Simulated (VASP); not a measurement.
# TaTe (F-43m) in VASP: a series of runs

Runs on TaTe. Level: PBEsol. Tasks: single point.

All numbers are computed with VASP 6.6.1; they aren't measurements. Logs are shortened: lines on timing, memory, paths and dates and some standing lists are left out, and cuts for length are marked.

## (1) The crystal as given

Symmetry: F-43m, No. 216, cubic system. The conventional cell has a = 6.274 Å, b = 6.274 Å, c = 6.274 Å, α = 90.00°, β = 90.00°, γ = 90.00°. Around Ta (site symmetry -43m) lie 4 Te at 2.72 Å. Te (site symmetry -43m) is surrounded by 4 Ta at 2.72 Å.

The cell comes from a database or a generator and needn't be the stable form of this composition.

## (2) Single point, PBEsol, collinear spin, typed start

File INCAR:

```
PREC = Accurate ; ENCUT = 520
EDIFF = 1E-6 ; ISMEAR = 0
SIGMA = 0.05 ; LREAL = False
LASPH = True ; NELM = 150
ALGO = Normal ; ISIF = 2
LWAVE = False ; LCHARG = True
ISPIN = 2 ; MAGMOM = 2 0
LORBIT = 11 ; LMAXMIX = 4
GGA = PS ; LELF = True
LVHAR = True ; NBANDS = 20
```

File KPOINTS:

```
regular mesh
0
Gamma
  8 8 8
```

File POSCAR:

```
TaTe
1.0
    0.0000000000      3.1368594826      3.1368594826
    3.1368594826      0.0000000000      3.1368594826
    3.1368594826      3.1368594826      0.0000000000
Ta Te
1 1
Direct
    0.0000000000      0.0000000000      0.0000000000
    0.2500000000      0.2500000000      0.2500000000
```

Potentials or basis: VASP PAW PBE potentials, release 64 (Ta_pv, Te).

Started as:

```sh
$ cat potpaw_PBE.64/Ta_pv/POTCAR potpaw_PBE.64/Te/POTCAR > POTCAR
$ mpirun -np 1 vasp_std > vasp.out
```

OUTCAR:

```text
PREC = Accurate
   ENCUT = 520
   EDIFF = 1E-6
   ISMEAR = 0
   LREAL = False
   LASPH = True
   NELM = 150
   ISIF = 2
   ISPIN = 2
   LORBIT = 11
   GGA = PS

 ion  position               nearest neighbor table
   1  0.000  0.000  0.000-   2 2.72   2 2.72   2 2.72   2 2.72
   2  0.250  0.250  0.250-   1 2.72   1 2.72   1 2.72   1 2.72

  LATTYP: Found a face centered cubic cell.
 ALAT       =     6.2737189652

  Lattice vectors:

 A1 = (   0.0000000000,   3.1368594826,   3.1368594826)
 A2 = (   3.1368594826,   0.0000000000,   3.1368594826)
 A3 = (   3.1368594826,   3.1368594826,   0.0000000000)

Analysis of symmetry for initial positions (statically):
=====================================================================
 Subroutine PRICEL returns:
 Original cell was already a primitive cell.

 Routine SETGRP: Setting up the symmetry group for a
 face centered cubic supercell.

 Subroutine GETGRP returns: Found 24 space group operations
 (whereof 24 operations were pure point group operations)
 out of a pool of 48 trial point group operations.

The static configuration has the point symmetry T_d .

Analysis of symmetry for dynamics (positions and initial velocities):
=====================================================================
 Subroutine PRICEL returns:
 Original cell was already a primitive cell.

 Routine SETGRP: Setting up the symmetry group for a
 face centered cubic supercell.

 Subroutine GETGRP returns: Found 24 space group operations
 (whereof 24 operations were pure point group operations)
 out of a pool of 48 trial point group operations.

The dynamic configuration has the point symmetry T_d .

Analysis of structural, dynamic, and magnetic symmetry:
=====================================================================
 Subroutine PRICEL returns:
 Original cell was already a primitive cell.

 Routine SETGRP: Setting up the symmetry group for a
 face centered cubic supercell.

 Subroutine GETGRP returns: Found 24 space group operations
 (whereof 24 operations were pure point group operations)
 out of a pool of 48 trial point group operations.

The overall configuration has the point symmetry T_d .

 Subroutine INISYM returns: Found 24 space group operations
 (whereof 24 operations are pure point group operations),
 and found     1 'primitive' translations

----------------------------------------------------------------------------------------

                                     Primitive cell

  volume of cell :      61.7327

[... 111 lines left out ...]
  Thomas-Fermi vector in A             =   2.200630
   LORBIT       =     11    0 simple, 1 ext, 2 COOP (PROOUT), +10 PAW based schemes
   GGA     = PS    functional components
   LHFCALC =     F    Hartree Fock is set to
   AEXX    =    0.0000 exact exchange contribution
   IVDW    =     0    specifies the selected vdW correction
   LEPSILON=     F    determine dielectric tensor
   LRPA    =     F    only Hartree local field effects (RPA)
 spin polarized calculation
 Gauss-broadening in eV      SIGMA  =   0.05
  energy-cutoff  :      520.00
  volume of cell :       61.73
 maximum number of plane-waves:      1687
 NGX is ok and might be reduce to    36
   NGX = 17   NGY = 17   NGZ = 17

 number of electron      17.0000001 magnetization       1.9805931

 Free energy of the ion-electron system (eV)
  ---------------------------------------------------
  ext. energy  EPLUGINS =         0.00000000
  ---------------------------------------------------
  free energy    TOTEN  =       -13.98651292 eV

  energy without entropy =      -13.98236974  energy(sigma->0) =      -13.98444133

 E-fermi :   4.7366     XC(G=0):  -9.5710

 val. band max:        4.7362252454   @ k =   0.3750   0.3750   0.0000
 cond. band min:       4.7455025935   @ k =   0.5000   0.2500   0.1250
 fundamental gap:      0.0092773482
 Fermi energy:         4.7365645402

 spin component 1

 k-point     1 :       0.0000    0.0000    0.0000
  band No.  band energies     occupation
      1     -30.4279      1.00000
      2     -30.4279      1.00000
      3     -30.4279      1.00000
      4      -8.1748      1.00000
      5       0.6210      1.00000
      6       0.6210      1.00000
[... 541 lines left out ...]
     19      16.0585      0.00000
     20      17.5603      0.00000

 [... further k-points ...]

 spin component 2

 k-point     1 :       0.0000    0.0000    0.0000
  band No.  band energies     occupation
      1     -29.6133      1.00000
      2     -29.6133      1.00000
      3     -29.6133      1.00000
      4      -7.9985      1.00000
      5       1.0303      1.00000
      6       1.0303      1.00000
[... 541 lines left out ...]
     19      16.5759      0.00000
     20      18.0091      0.00000

 [... further k-points ...]

------------------------ aborting loop because EDIFF is reached ----------------------------------------

  FORCE on cell =-STRESS in cart. coord.  units (eV):
  Direction    XX          YY          ZZ          XY          YZ          ZX
  --------------------------------------------------------------------------------------
  -------------------------------------------------------------------------------------
  Total       -0.5362369     -0.5362369     -0.5362369      0.0000000      0.0000000     -0.0000000
  in kB      -13.9172070    -13.9172070    -13.9172070      0.0000000      0.0000000     -0.0000000
  external PRESSURE =     -13.9172070 kB  Pullay stress =       0.0000000 kB

 VOLUME and BASIS-vectors are now :
 -----------------------------------------------------------------------------
  energy-cutoff  :      520.00
  volume of cell :       61.73
      direct lattice vectors                 reciprocal lattice vectors
     0.000000000  3.136859483  3.136859483    -0.159395090  0.159395090  0.159395090
     3.136859483  0.000000000  3.136859483     0.159395090 -0.159395090  0.159395090
     3.136859483  3.136859483  0.000000000     0.159395090  0.159395090 -0.159395090

 POSITION                                       TOTAL-FORCE (eV/Angst)
 -----------------------------------------------------------------------------------
      0.00000      0.00000      0.00000         0.000000      0.000000      0.000000
      1.56843      1.56843      1.56843        -0.000000     -0.000000     -0.000000
 -----------------------------------------------------------------------------------
    total drift:                                0.000000      0.000000      0.000000

  FREE ENERGIE OF THE ION-ELECTRON SYSTEM (eV)
  ---------------------------------------------------
  free  energy   TOTEN  =       -13.9865129165 eV

  energy  without entropy=      -13.9823697374  energy(sigma->0) =      -13.98444133

 total charge

# of ion       s       p       d       tot
------------------------------------------
    1        0.285   6.066   2.446   8.797
    2        1.326   2.097   0.100   3.522
--------------------------------------------------
tot          1.611   8.163   2.545  12.319

 magnetization (x)

# of ion       s       p       d       tot
------------------------------------------
    1        0.046   0.013   1.279   1.338
    2       -0.012  -0.064   0.055  -0.021
--------------------------------------------------
tot          0.034  -0.051   1.334   1.317
```

OSZICAR:

```text
N       E                     dE             d eps       ncg     rms          rms(c)
DAV:   1     0.107442796580E+03    0.10744E+03   -0.77059E+03  2320   0.715E+02
DAV:   2    -0.103761388601E+02   -0.11782E+03   -0.11289E+03  3020   0.207E+02
DAV:   3    -0.141542918801E+02   -0.37782E+01   -0.37183E+01  2868   0.340E+01
DAV:   4    -0.142022630589E+02   -0.47971E-01   -0.47951E-01  2876   0.403E+00
DAV:   5    -0.142031237492E+02   -0.86069E-03   -0.86067E-03  2832   0.482E-01    0.104E+01
DAV:   6    -0.139737234140E+02    0.22940E+00   -0.67748E-01  2556   0.540E+00    0.477E+00
DAV:   7    -0.139875951101E+02   -0.13872E-01   -0.11630E-01  2636   0.182E+00    0.274E+00
DAV:   8    -0.139891744248E+02   -0.15793E-02   -0.17621E-02  2560   0.798E-01    0.135E+00
DAV:   9    -0.139858270688E+02    0.33474E-02   -0.69945E-03  2644   0.498E-01    0.329E-01
DAV:  10    -0.139864153312E+02   -0.58826E-03   -0.15405E-03  2668   0.268E-01    0.114E-01
DAV:  11    -0.139865021570E+02   -0.86826E-04   -0.18718E-04  2636   0.762E-02    0.564E-02
DAV:  12    -0.139865210153E+02   -0.18858E-04   -0.36780E-05  2652   0.385E-02    0.215E-02
DAV:  13    -0.139865157865E+02    0.52288E-05   -0.76871E-06  2656   0.192E-02    0.786E-03
DAV:  14    -0.139865133293E+02    0.24572E-05   -0.13073E-06  2256   0.872E-03    0.378E-03
DAV:  15    -0.139865129165E+02    0.41282E-06   -0.23340E-07  1760   0.334E-03
   1 F= -.13986513E+02 E0= -.13984441E+02  d E =-.414318E-02  mag=     1.9803
```

Wall time 42 s (1 thread of AMD EPYC 9R45 (Zen 5), shared host); peak memory 0.24 GiB.

Results:

```yaml
Free_energy: -13.9865 eV
Pressure: -1.4 GPa
Band_gap_on_the_k_mesh: none (metal or under the smearing width)
Net_moment: 1.98 μB per cell
Site_moments: Ta +1.34; Te -0.02 μB
Valence_electrons_inside_the_program's_atomic_spheres: Ta 8.80; Te 3.52
```

Caveat: the PAW data sets were made with another functional, which shifts forces and pressure a little. Spin-orbit coupling is left out, which matters for the levels of Ta, Te.

## (3) Single point, PBEsol, collinear spin, typed start

This run uses another cell than the first one, of 29.67 Å³/atom, 0.961 times its volume.

File INCAR:

```
SYSTEM = TaTe
ALGO     = Normal         ! electronic algorithm
EDIFF    = 1E-7           ! SCF threshold, eV
ENCUT    = 520            ! plane-wave cutoff, eV
GGA      = PS             ! functional
ISIF     = 2              ! what is computed and relaxed
ISMEAR   = 0              ! smearing method
ISPIN    = 2              ! spin polarisation
LASPH    = .TRUE.         ! aspherical terms in the spheres
LCHARG   = .FALSE.        ! write CHGCAR
LMAXMIX  = 4              ! l up to which the mixer works
LORBIT   = 11             ! projections on sites
LREAL    = .FALSE.        ! projectors in reciprocal space
LWAVE    = .FALSE.        ! write WAVECAR
MAGMOM   = 1.29 0         ! initial moments
NBANDS   = 20             ! bands
NELM     = 150            ! most SCF steps
PREC     = Accurate       ! precision mode
SIGMA    = 0.05           ! smearing width, eV
```

File KPOINTS:

```
k-points
0
G
  8 8 8
  0 0 0
```

File POSCAR:

```
TaTe
1.0
    0.0000000000      3.0959343239      3.0959343239
    3.0959343239      0.0000000000      3.0959343239
    3.0959343239      3.0959343239      0.0000000000
Ta Te
1 1
Direct
    0.0000000000      0.0000000000      0.0000000000
    0.2500000000      0.2500000000      0.2500000000
```

Potentials or basis: VASP PAW PBE potentials, release 64 (Ta_pv, Te).

Started as:

```sh
$ cat potpaw_PBE.64/Ta_pv/POTCAR potpaw_PBE.64/Te/POTCAR > POTCAR
$ mpirun -np 1 vasp_std > vasp.out
```

Run time: 48 s. Hardware: 1 thread of AMD EPYC 9R45 (Zen 5), shared host; peak memory 0.24 GiB.

It converged, with:

- Free energy: -13.9856 eV
- Pressure: 1.2 GPa
- Band gap on the k mesh: none (metal or under the smearing width)
- Net moment: 1.73 μB per cell
- Site moments: Ta +1.19; Te -0.01 μB
- Valence electrons inside the program's atomic spheres: Ta 8.84; Te 3.56

Levels at points of the mesh, in eV from the Fermi level:
Spin up:
```tsv
k point	band 7	band 8	band 9	band 10	band 11	band 12
(0.00, 0.00, 0.00)	-4.23	-0.49	-0.49	0.78	4.38	4.38
(0.50, 0.00, 0.00)	-3.96	-0.30	-0.19	-0.19	2.04	2.04
(0.50, 0.50, 0.00)	-3.49	-1.44	-0.80	0.14	0.73	0.73
```
Spin down:
| k point | band 6 | band 7 | band 8 | band 9 | band 10 | band 11 |
| --- | --- | --- | --- | --- | --- | --- |
| (0.00, 0.00, 0.00) | -3.85 | -3.85 | 0.70 | 0.70 | 1.19 | 4.82 |
| (0.50, 0.00, 0.00) | -3.57 | -3.57 | 0.43 | 0.93 | 0.93 | 2.60 |
| (0.50, 0.50, 0.00) | -3.22 | -3.22 | -0.90 | 0.22 | 1.44 | 1.46 |

Caveat: the PAW data sets were made with another functional, which shifts forces and pressure a little. Spin-orbit coupling is left out, which matters for the levels of Ta, Te.
